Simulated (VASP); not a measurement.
# FeNi3 (Awaruite): how cutoff and mesh change the relaxed cell, part 2 of 2

Aim: test the relaxed volume of FeNi3 (Awaruite) against cutoff and mesh. The starting structure is a measured crystal structure from the Crystallography Open Database. The first relaxation on each setting starts from this cell expanded by 3 % in volume.

VASP 6.6.1.

Results so far: reference 10.59 Å³ an atom; a cutoff of 270 eV 10.43 Å³ an atom.

### 4. Relaxation with a 6×6×6 mesh

Level of this step: PBEsol, spin-polarised from a ferromagnetic start; plane waves and PAW (Ni, Fe) (VASP).

Against step 2 the input has a 6×6×6 mesh. This run starts from the cell of an earlier relaxation, which isn't shown; the restart sets up the plane waves anew.

Contents of INCAR:

```
SYSTEM = FeNi3
PREC = Accurate
ENCUT = 450
EDIFF = 1E-06
NELM = 100
ISMEAR = 1
SIGMA = 0.15
LREAL = .FALSE.
ALGO = Normal
GGA = PS
NBANDS = 31
ISPIN = 2
MAGMOM = 1 1 1 3
LASPH = .TRUE.
LMAXMIX = 4
LORBIT = 11
LWAVE = .FALSE.
LCHARG = .FALSE.
KPAR = 8
IBRION = 2
NSW = 50
ISIF = 3
EDIFFG = -0.006
```

Contents of POSCAR:

```
FeNi3
1.0
    3.4890336806      0.0000000000      0.0000000000
    0.0000000000      3.4890336806      0.0000000000
    0.0000000000      0.0000000000      3.4890336806
Ni Fe
3 1
Direct
    0.5000000000      0.5000000000      0.0000000000
    0.5000000000      0.0000000000      0.5000000000
    0.0000000000      0.5000000000      0.5000000000
    0.0000000000      0.0000000000      0.0000000000
```

Contents of KPOINTS:

```
Automatic mesh
0
Gamma
6 6 6
0 0 0
```

PAW data sets: Ni and Fe (PBE family, release 64).

Started as:

```bash
> mpirun -np 8 vasp_std
```

The log of the run:

```text
[... set-up lines as in an earlier step ...]
 entering main loop
       N       E                     dE             d eps       ncg     rms          rms(c)
DAV:   1     0.226866780764E+03    0.22687E+03   -0.15519E+04  2624   0.159E+03
DAV:   2    -0.174868694258E+02   -0.24435E+03   -0.22955E+03  2494   0.301E+02
DAV:   3    -0.323026450505E+02   -0.14816E+02   -0.14176E+02  2774   0.988E+01
DAV:   4    -0.325032088057E+02   -0.20056E+00   -0.20041E+00  2811   0.125E+01
[...]
DAV:  13    -0.276520906457E+02   -0.45190E-05   -0.80895E-05  3381   0.775E-02    0.369E-02
DAV:  14    -0.276520772024E+02    0.13443E-04   -0.77207E-06  3334   0.419E-02    0.133E-02
DAV:  15    -0.276520770007E+02    0.20169E-06   -0.37270E-06  2416   0.296E-02
   1 F= -.27652077E+02 E0= -.27652916E+02  d E =-.276521E+02  mag=     4.8667
[...]
reached required accuracy - stopping structural energy minimisation
```

Wall time 5.2 s (8 MPI ranks of Intel Xeon 6975P-C (Granite Rapids), shared host); peak memory 1.3 GiB; 33 s of CPU time.

From OUTCAR (step 4):

```text
  Total       -0.0032675     -0.0032675     -0.0032675      0.0000000     -0.0000000      0.0000000
  in kB       -0.1232577     -0.1232577     -0.1232577      0.0000000     -0.0000000      0.0000000
  external PRESSURE =      -0.1232577 kB  Pullay stress =       0.0000000 kB

 POSITION                                       TOTAL-FORCE (eV/Angst)
 -----------------------------------------------------------------------------------
      1.74452      1.74452      0.00000         0.000000      0.000000      0.000000
      1.74452      0.00000      1.74452         0.000000      0.000000      0.000000
      0.00000      1.74452      1.74452         0.000000      0.000000      0.000000
      0.00000      0.00000      0.00000         0.000000      0.000000      0.000000
 -----------------------------------------------------------------------------------
    total drift:                                0.000000     -0.000000     -0.000000

  FREE ENERGIE OF THE ION-ELECTRON SYSTEM (eV)
  ---------------------------------------------------
  free  energy   TOTEN  =       -27.6520770007 eV

  energy  without entropy=      -27.6545934048  energy(sigma->0) =      -27.65291580

 magnetization (x)
# of ion       s       p       d       tot
------------------------------------------
    1       -0.014  -0.042   0.722   0.666
    2       -0.014  -0.042   0.722   0.666
    3       -0.014  -0.042   0.722   0.666
    4        0.010   0.002   2.849   2.861
--------------------------------------------------
tot         -0.031  -0.125   5.014   4.858

[... 1 part as in an earlier step ...]

[... 3 further parts left out ...]
[key lines of the parts left out:]
E-fermi :   8.9897
```

With a 6×6×6 mesh the cell ends at 10.618 Å³ an atom, +0.23 % from the reference.

### 5. Relaxation with a cutoff of 600 eV

Against step 2 the input has ENCUT = 600. This run starts from the cell of an earlier relaxation, which isn't shown; the restart sets up the plane waves anew.

Changes to INCAR since step 4:

```diff
@@ -2,3 +2,3 @@
 PREC = Accurate
-ENCUT = 450
+ENCUT = 600
 EDIFF = 1E-06
```

Contents of POSCAR:

```
FeNi3
1.0
    3.4868288502      0.0000000000      0.0000000000
    0.0000000000      3.4868288502      0.0000000000
    0.0000000000      0.0000000000      3.4868288502
Ni Fe
3 1
Direct
    0.5000000000      0.5000000000      0.0000000000
    0.5000000000      0.0000000000      0.5000000000
    0.0000000000      0.5000000000      0.5000000000
    0.0000000000      0.0000000000      0.0000000000
```

Contents of KPOINTS:

```
Automatic mesh
0
Gamma
10 10 10
0 0 0
```

Started as:

```bash
> mpirun -np 8 vasp_std
```

The log of the run:

```text
[... set-up lines as in an earlier step ...]
 entering main loop
       N       E                     dE             d eps       ncg     rms          rms(c)
DAV:   1     0.255368501251E+03    0.25537E+03   -0.18669E+04  7400   0.196E+03
DAV:   2    -0.147823143386E+02   -0.27015E+03   -0.25370E+03  6958   0.335E+02
DAV:   3    -0.322238618382E+02   -0.17442E+02   -0.16617E+02  7588   0.112E+02
DAV:   4    -0.324784851900E+02   -0.25462E+00   -0.25433E+00  8031   0.144E+01
[...]
DAV:  14    -0.276464102390E+02    0.48104E-05   -0.63538E-06  8231   0.409E-02    0.193E-02
DAV:  15    -0.276464090140E+02    0.12251E-05   -0.51959E-06  6277   0.441E-02    0.636E-03
DAV:  16    -0.276464089703E+02    0.43639E-07   -0.98449E-07  4528   0.146E-02
   1 F= -.27646409E+02 E0= -.27646790E+02  d E =-.276464E+02  mag=     4.6860
[...]
reached required accuracy - stopping structural energy minimisation
```

Wall time 14 s (8 MPI ranks); peak memory 2.2 GiB.

From OUTCAR (step 5):

```text
  Total       -0.0053531     -0.0053531     -0.0053531      0.0000000      0.0000000     -0.0000000
  in kB       -0.2023132     -0.2023132     -0.2023132      0.0000000      0.0000000     -0.0000000
  external PRESSURE =      -0.2023132 kB  Pullay stress =       0.0000000 kB

 POSITION                                       TOTAL-FORCE (eV/Angst)
 -----------------------------------------------------------------------------------
      1.74341      1.74341      0.00000         0.000000      0.000000      0.000000
      1.74341      0.00000      1.74341         0.000000      0.000000      0.000000
      0.00000      1.74341      1.74341         0.000000      0.000000      0.000000
      0.00000      0.00000      0.00000         0.000000      0.000000      0.000000
 -----------------------------------------------------------------------------------
    total drift:                                0.000000      0.000000      0.000000

  FREE ENERGIE OF THE ION-ELECTRON SYSTEM (eV)
  ---------------------------------------------------
  free  energy   TOTEN  =       -27.6464089703 eV

  energy  without entropy=      -27.6475523654  energy(sigma->0) =      -27.64679010

 magnetization (x)
# of ion       s       p       d       tot
------------------------------------------
    1       -0.015  -0.041   0.669   0.614
    2       -0.015  -0.041   0.669   0.614
    3       -0.015  -0.041   0.669   0.614
    4        0.009   0.003   2.823   2.835
--------------------------------------------------
tot         -0.036  -0.119   4.831   4.676

[... 2 parts as in an earlier step ...]

[... 2 further parts left out ...]
[key lines of the parts left out:]
E-fermi :   9.0400
```

With a cutoff of 600 eV the cell ends at 10.598 Å³ an atom, +0.04 % from the reference.

### 6. Relaxation with a 14×14×14 mesh

Against step 2 the input has a 14×14×14 mesh. This run starts from the cell of an earlier relaxation, which isn't shown; the restart sets up the plane waves anew.

Changes to INCAR since step 5:

```diff
@@ -2,3 +2,3 @@
 PREC = Accurate
-ENCUT = 600
+ENCUT = 450
 EDIFF = 1E-06
```

Contents of POSCAR:

```
FeNi3
1.0
    3.4877319038      0.0000000000      0.0000000000
    0.0000000000      3.4877319038      0.0000000000
    0.0000000000      0.0000000000      3.4877319038
Ni Fe
3 1
Direct
    0.5000000000      0.5000000000      0.0000000000
    0.5000000000      0.0000000000      0.5000000000
    0.0000000000      0.5000000000      0.5000000000
    0.0000000000      0.0000000000      0.0000000000
```

Contents of KPOINTS:

```
Automatic mesh
0
Gamma
14 14 14
0 0 0
```

Started as:

```bash
> mpirun -np 8 vasp_std
```

The log of the run:

```text
[... set-up lines as in an earlier step ...]
 entering main loop
       N       E                     dE             d eps       ncg     rms          rms(c)
DAV:   1     0.224450680913E+03    0.22445E+03   -0.15362E+04 15928   0.159E+03
DAV:   2    -0.179856099366E+02   -0.24244E+03   -0.22735E+03 14908   0.300E+02
DAV:   3    -0.322909428045E+02   -0.14305E+02   -0.13706E+02 16574   0.975E+01
DAV:   4    -0.324845433130E+02   -0.19360E+00   -0.19343E+00 17182   0.121E+01
[...]
DAV:  13    -0.276443514753E+02    0.22719E-04   -0.11315E-04 21137   0.993E-02    0.356E-02
DAV:  14    -0.276443393386E+02    0.12137E-04   -0.95759E-06 20015   0.493E-02    0.147E-02
DAV:  15    -0.276443401275E+02   -0.78888E-06   -0.28845E-06 15444   0.225E-02
   1 F= -.27644340E+02 E0= -.27644286E+02  d E =-.276443E+02  mag=     4.7341
[...]
reached required accuracy - stopping structural energy minimisation
```

Elapsed: 13 s, on 8 MPI ranks; peak memory 2.3 GiB.

From OUTCAR (step 6):

```text
  Total        0.0000809      0.0000809      0.0000809      0.0000000      0.0000000      0.0000000
  in kB        0.0030548      0.0030548      0.0030548      0.0000000      0.0000000      0.0000000
  external PRESSURE =       0.0030548 kB  Pullay stress =       0.0000000 kB

 POSITION                                       TOTAL-FORCE (eV/Angst)
 -----------------------------------------------------------------------------------
      1.74387      1.74387      0.00000         0.000000      0.000000      0.000000
      1.74387      0.00000      1.74387         0.000000      0.000000      0.000000
      0.00000      1.74387      1.74387         0.000000      0.000000      0.000000
      0.00000      0.00000      0.00000         0.000000      0.000000      0.000000
 -----------------------------------------------------------------------------------
    total drift:                                0.000000     -0.000000     -0.000000

  FREE ENERGIE OF THE ION-ELECTRON SYSTEM (eV)
  ---------------------------------------------------
  free  energy   TOTEN  =       -27.6443401275 eV

  energy  without entropy=      -27.6441769090  energy(sigma->0) =      -27.64428572

 magnetization (x)
# of ion       s       p       d       tot
------------------------------------------
    1       -0.015  -0.042   0.684   0.627
    2       -0.015  -0.042   0.684   0.627
    3       -0.015  -0.042   0.684   0.627
    4        0.010   0.002   2.832   2.844
--------------------------------------------------
tot         -0.035  -0.122   4.883   4.726

[... 1 part as in an earlier step ...]

[... 3 further parts left out ...]
[key lines of the parts left out:]
E-fermi :   9.0306
```

With a 14×14×14 mesh the cell ends at 10.606 Å³ an atom, +0.11 % from the reference.

### 7. Comparison

```tsv
run	volume (Å³/atom)	change (%)	pressure left (GPa)	core minutes
reference	10.594	-	0.03	9.31
a cutoff of 270 eV	10.428	-1.57	-0.01	4.99
a 6×6×6 mesh	10.618	0.23	-0.01	4.16
a cutoff of 600 eV	10.598	0.04	-0.02	11.3
a 14×14×14 mesh	10.606	0.11	0.0	11.9
```

Core minutes are wall time times ranks, summed over the relaxations behind a row (those for a bulk modulus apart), on shared hosts.

### 8. Outcome

| Property | Result |
| --- | --- |
| volume of the reference | 10.59 Å³/atom |
| volume against the reference, a cutoff of 270 eV | -1.57 % |
| volume against the reference, a 6×6×6 mesh | +0.23 % |
| volume against the reference, a cutoff of 600 eV | +0.04 % |
| volume against the reference, a 14×14×14 mesh | +0.11 % |

The volume moves most with a cutoff of 270 eV: -1.57 % against the reference (450 eV, 10×10×10 mesh). On finer settings it changes by +0.04 % with a cutoff of 600 eV and +0.11 % with a 14×14×14 mesh. The relaxations stop with up to 0.03 GPa left, which at a bulk modulus of 50 GPa, to name a scale, is 0.07 % of the volume. That understates it: a restart alone still moved the volume by up to 1.1 %. A cell that shrinks at the lower cutoff is the usual mark of Pulay stress, the error that a plane-wave basis makes when it is kept while the volume changes. Further runs on this material are not shown.

[Lines on the potential files, build, host, timing and source positions are cut from VASP's logs without a mark.]

[Logs are printed without paths, hosts, clocks, repeated set-up lines and the standing remarks that a program may print on its own settings, such as how far it seeks lower states.]

[Hosts, paths, dates, database ids (printed as entryN), source tags and the programs' standing remarks are cut or masked in the printed files.]
